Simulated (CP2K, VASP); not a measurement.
Input for VASP

INCAR:
```
SYSTEM = Cu2O
PREC = Accurate; ENCUT = 400; LREAL = .False.
LASPH = .True.
EDIFF = 1E-6; NELM = 100; ALGO = Normal
LMAXMIX = 4
ISMEAR = -1; SIGMA = 0.01
GGA = PE
ISIF = 2
LWAVE = .False.; LCHARG = .False.
```

KPOINTS:
```
Automatic mesh
0
G
  1 1 1
0 0 0
```

POSCAR:
```
Cu2O
1
    4.2008260000     0.0000000000     0.0000000000
    0.0000000000     4.2008260000     0.0000000000
    0.0000000000     0.0000000000     4.2008260000
Cu O
4 2
Direct
  0.7500000000   0.2500000000   0.7500000000
  0.2500000000   0.7500000000   0.7500000000
  0.7500000000   0.7500000000   0.2500000000
  0.2500000000   0.2500000000   0.2500000000
  0.0000000000   0.0000000000   0.0000000000
  0.5000000000   0.5000000000   0.5000000000
```

POTCAR, in this order: Cu O (PBE.64 set). Program: vasp_std.

Problem. Write an input for CP2K that does the same calculation.

Solution. One input that does it (PBE, GPW, DZVP-MOLOPT-SR-GTH basis, GTH-PBE potentials (GTH_POTENTIALS)):
```
&GLOBAL
  PROJECT bulk
  RUN_TYPE ENERGY_FORCE
  PRINT_LEVEL LOW
&END GLOBAL
&FORCE_EVAL
  METHOD Quickstep
  STRESS_TENSOR ANALYTICAL
  &DFT
    BASIS_SET_FILE_NAME BASIS_MOLOPT
    POTENTIAL_FILE_NAME GTH_POTENTIALS
    &QS
      METHOD GPW
      EPS_DEFAULT 1E-10
    &END QS
    &MGRID
      CUTOFF 600
      REL_CUTOFF 50
      NGRIDS 5
    &END MGRID
    &SCF
      SCF_GUESS ATOMIC
      EPS_SCF 1E-7
      MAX_SCF 100
      ADDED_MOS 10
      &DIAGONALIZATION
        ALGORITHM STANDARD
      &END DIAGONALIZATION
      &MIXING
        METHOD BROYDEN_MIXING
        ALPHA 0.2
        NBUFFER 10
        BETA 1.5
      &END MIXING
      &SMEAR ON
        METHOD FERMI_DIRAC
        ELECTRONIC_TEMPERATURE [K] 116.05
      &END SMEAR
    &END SCF
    &XC
      &XC_FUNCTIONAL PBE
      &END XC_FUNCTIONAL
    &END XC
    &PRINT
      &MO
        EIGENVALUES T
        OCCUPATION_NUMBERS T
        NDIGITS 8
        FILENAME mo
        &EACH
          QS_SCF 0
        &END EACH
        ADD_LAST NUMERIC
      &END MO
      &MULLIKEN OFF
      &END MULLIKEN
    &END PRINT
  &END DFT
  &SUBSYS
    &CELL
      ABC 4.20082600 4.20082600 4.20082600
      ALPHA_BETA_GAMMA 90.00000000 90.00000000 90.00000000
      PERIODIC XYZ
    &END CELL
    &COORD
      Cu       3.15061950     1.05020650     3.15061950
      Cu       1.05020650     3.15061950     3.15061950
      Cu       3.15061950     3.15061950     1.05020650
      Cu       1.05020650     1.05020650     1.05020650
      O        0.00000000     0.00000000     0.00000000
      O        2.10041300     2.10041300     2.10041300
    &END COORD
    &KIND Cu
      BASIS_SET DZVP-MOLOPT-SR-GTH-q11
      POTENTIAL GTH-PBE-q11
    &END KIND
    &KIND O
      BASIS_SET DZVP-MOLOPT-SR-GTH-q6
      POTENTIAL GTH-PBE-q6
    &END KIND
  &END SUBSYS
  &PRINT
    &FORCES ON
    &END FORCES
    &STRESS_TENSOR ON
    &END STRESS_TENSOR
  &END PRINT
&END FORCE_EVAL
```
Both inputs were run and reached self-consistency, which says nothing on mesh or cut-off. Potentials, basis and cut-offs are each code's own, so they don't translate, and total energies aren't comparable.

The structure is a typed Cu2O crystal (Pn-3m). The cell was not relaxed at this level, and it may have been scaled.
